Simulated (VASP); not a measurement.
Level of theory: PBE GGA + U (Dudarev), VASP's PBE PAW potentials (set 64) (plane waves; VASP).

The input files of a VASP run:

File KPOINTS:
```
Automatic mesh
0
Gamma
8 8 8
0 0 0
```

**INCAR**
```
SYSTEM = Ni3Si
PREC = Accurate; ENCUT = 400; LREAL = .False.
LASPH = .True.
EDIFF = 1E-6; NELM = 100; ALGO = Normal
LMAXMIX = 4
ISMEAR = 1; SIGMA = 0.1
GGA = PE
LDAUL = -1 2
LDAUU = 0 8.0
LDAUJ = 0 0
LDAU = .True.; LDAUTYPE = 2; LDAUPRINT = 1
ISIF = 2
LWAVE = .False.; LCHARG = .False.; LORBIT = 10
```

### POSCAR
```
Ni3Si
3.510
  1.0000000000   0.0000000000   0.0000000000
  0.0000000000   1.0000000000   0.0000000000
  0.0000000000   0.0000000000   1.0000000000
Si Ni
1 3
Direct
  0.0000000000   0.0000000000   0.0000000000
  0.0000000000   0.5000000000   0.5000000000
  0.5000000000   0.0000000000   0.5000000000
  0.5000000000   0.5000000000   0.0000000000
```

POTCAR, in this order: Si Ni (PBE.64 set). Program: vasp_std.

Output of the run:

OUTCAR:
```
 ion  position               nearest neighbor table
   1  0.000  0.000  0.000-   2 2.48   3 2.48   4 2.48   2 2.48   3 2.48   2 2.48   4 2.48   2 2.48
                             3 2.48   4 2.48   3 2.48   4 2.48
   2  0.000  0.500  0.500-   1 2.48   3 2.48   4 2.48   1 2.48   4 2.48   1 2.48   3 2.48   1 2.48
                             3 2.48   4 2.48   4 2.48   3 2.48
   3  0.500  0.000  0.500-   1 2.48   2 2.48   4 2.48   1 2.48   4 2.48   2 2.48   4 2.48   4 2.48
                             1 2.48   2 2.48   1 2.48   2 2.48
   4  0.500  0.500  0.000-   1 2.48   2 2.48   3 2.48   2 2.48   3 2.48   1 2.48   3 2.48   3 2.48
                             1 2.48   2 2.48   2 2.48   1 2.48
  LATTYP: Found a simple cubic cell.
 ALAT       =     3.5100000000
 Subroutine PRICEL returns:
 Original cell was already a primitive cell.
 Subroutine GETGRP returns: Found 48 space group operations
The static configuration has the point symmetry O_h .
The dynamic configuration has the point symmetry O_h .
 Subroutine INISYM returns: Found 48 space group operations
 Subroutine IBZKPT returns following result:
 Found     35 irreducible k-points:

 Following reciprocal coordinates:
            Coordinates               Weight
  0.000000  0.000000  0.000000      1.000000
  0.125000  0.000000  0.000000      6.000000
  0.250000  0.000000  0.000000      6.000000
  0.375000  0.000000  0.000000      6.000000
  0.500000  0.000000  0.000000      3.000000
  0.125000  0.125000  0.000000     12.000000
  0.250000  0.125000  0.000000     24.000000
  0.375000  0.125000  0.000000     24.000000
  0.500000  0.125000  0.000000     12.000000
  0.250000  0.250000  0.000000     12.000000
  0.375000  0.250000  0.000000     24.000000
  0.500000  0.250000  0.000000     12.000000
  0.375000  0.375000  0.000000     12.000000
  0.500000  0.375000  0.000000     12.000000
  0.500000  0.500000  0.000000      3.000000
  0.125000  0.125000  0.125000      8.000000
  0.250000  0.125000  0.125000     24.000000
  0.375000  0.125000  0.125000     24.000000
  0.500000  0.125000  0.125000     12.000000
  0.250000  0.250000  0.125000     24.000000
  0.375000  0.250000  0.125000     48.000000
  0.500000  0.250000  0.125000     24.000000
  0.375000  0.375000  0.125000     24.000000
  0.500000  0.375000  0.125000     24.000000
  0.500000  0.500000  0.125000      6.000000
  0.250000  0.250000  0.250000      8.000000
  0.375000  0.250000  0.250000     24.000000
  0.500000  0.250000  0.250000     12.000000
  0.375000  0.375000  0.250000     24.000000
  0.500000  0.375000  0.250000     24.000000
  0.500000  0.500000  0.250000      6.000000
  0.375000  0.375000  0.375000      8.000000
  0.500000  0.375000  0.375000     12.000000
  0.500000  0.500000  0.375000      6.000000
  0.500000  0.500000  0.500000      1.000000
   k-points           NKPTS =     35   k-points in BZ     NKDIM =     35   number of bands    NBANDS=     21
   number of dos      NEDOS =    301   number of ions     NIONS =      4
   total plane-waves  NPLWV =  13824
   dimension x,y,z NGX =    24 NGY =   24 NGZ =   24
   dimension x,y,z NGXF=    48 NGYF=   48 NGZF=   48
   ions per type =               1   3
   PREC   = accura    normal or accurate (medium, high low for compatibility)
   ISTART =      0    job   : 0-new  1-cont  2-samecut
   ICHARG =      2    charge: 1-file 2-atom 10-const
   ISPIN  =      1    spin polarized calculation?
   LNONCOLLINEAR =      F non collinear calculations
   LSORBIT =      F    spin-orbit coupling
   INIWAV =      1    electr: 0-lowe 1-rand  2-diag
   ENCUT  =  400.0 eV  29.40 Ry    5.42 a.u.   5.72  5.72  5.72*2*pi/ulx,y,z
   NELM   =    100;   NELMIN=  2; NELMDL= -5     # of ELM steps
   EDIFF  = 0.1E-05   stopping-criterion for ELM
   LREAL  =      F    real-space projection
   NLSPLINE    = F    spline interpolate recip. space projectors
...
```

### OSZICAR
```
       N       E                     dE             d eps       ncg     rms          rms(c)
DAV:   1     0.189767269646E+03    0.18977E+03   -0.13894E+04  1470   0.182E+03
DAV:   2    -0.130903631786E+00   -0.18990E+03   -0.18296E+03  1470   0.325E+02
DAV:   3    -0.104565654527E+02   -0.10326E+02   -0.10108E+02  1570   0.111E+02
DAV:   4    -0.105970628124E+02   -0.14050E+00   -0.14031E+00  1680   0.115E+01
DAV:   5    -0.106006682164E+02   -0.36054E-02   -0.36052E-02  1715   0.172E+00    0.151E+01
DAV:   6    -0.106021566712E+02   -0.14885E-02   -0.13165E+01  1593   0.607E+01    0.821E+00
DAV:   7    -0.974750673824E+01    0.85465E+00   -0.45104E+00  1615   0.370E+01    0.483E+00
DAV:   8    -0.978661963898E+01   -0.39113E-01   -0.42786E-01  1593   0.430E+00    0.104E+00
DAV:   9    -0.978434513549E+01    0.22745E-02   -0.19076E-02  1688   0.177E+00    0.721E-01
DAV:  10    -0.978623142061E+01   -0.18863E-02   -0.78461E-03  1832   0.965E-01    0.218E-01
DAV:  11    -0.978702460093E+01   -0.79318E-03   -0.18766E-03  1673   0.462E-01    0.639E-02
DAV:  12    -0.978704059365E+01   -0.15993E-04   -0.25840E-04  1541   0.221E-01    0.364E-02
DAV:  13    -0.978702816318E+01    0.12430E-04   -0.66858E-05  1971   0.960E-02    0.856E-03
DAV:  14    -0.978702986606E+01   -0.17029E-05   -0.80283E-06  1549   0.382E-02    0.364E-03
DAV:  15    -0.978703039496E+01   -0.52891E-06   -0.19564E-06  1138   0.151E-02
   1 F= -.97870304E+01 E0= -.97871572E+01  d E =0.380457E-03
```

OUTCAR:
```
------------------------ aborting loop because EDIFF is reached ----------------------------------------
  FORCE on cell =-STRESS in cart. coord.  units (eV):
  Direction    XX          YY          ZZ          XY          YZ          ZX
  --------------------------------------------------------------------------------------
  Total       -6.0096883     -6.0096883     -6.0096883     -0.0000000      0.0000000     -0.0000000
  in kB     -222.6594730   -222.6594730   -222.6594730     -0.0000000      0.0000000     -0.0000000
  external PRESSURE =    -222.6594730 kB  Pullay stress =       0.0000000 kB
  volume of cell :       43.24
      direct lattice vectors                 reciprocal lattice vectors
     3.510000000  0.000000000  0.000000000     0.284900285  0.000000000  0.000000000
     0.000000000  3.510000000  0.000000000     0.000000000  0.284900285  0.000000000
     0.000000000  0.000000000  3.510000000     0.000000000  0.000000000  0.284900285
 POSITION                                       TOTAL-FORCE (eV/Angst)
 -----------------------------------------------------------------------------------
      0.00000      0.00000      0.00000         0.000000      0.000000      0.000000
      0.00000      1.75500      1.75500         0.000000      0.000000      0.000000
      1.75500      0.00000      1.75500         0.000000      0.000000      0.000000
      1.75500      1.75500      0.00000         0.000000      0.000000      0.000000
 -----------------------------------------------------------------------------------
    total drift:                                0.000000     -0.000000     -0.000000
  FREE ENERGIE OF THE ION-ELECTRON SYSTEM (eV)
  ---------------------------------------------------
  free  energy   TOTEN  =        -9.7870303950 eV

  energy  without entropy=       -9.7874108523  energy(sigma->0) =       -9.78715721

 total charge

# of ion       s       p       d       tot
------------------------------------------
    1        0.745   0.753   0.000   1.498
    2        0.432   0.442   8.872   9.746
    3        0.432   0.442   8.872   9.746
    4        0.432   0.442   8.872   9.746
--------------------------------------------------
tot          2.041   2.080  26.615  30.736
```
(Selected blocks of OUTCAR.)

The compound is Ni3Si in the L1_2 structure. The cell was not relaxed at this level. The run is one of a series of settings (LDAU = .TRUE., LDAUJ = 0 0, LDAUL = -1 2, LDAUTYPE = 2, LDAUU = 0 8.0 against the base run), some of them coarse on purpose. The run is not spin-polarised, so no magnetic state was tried.
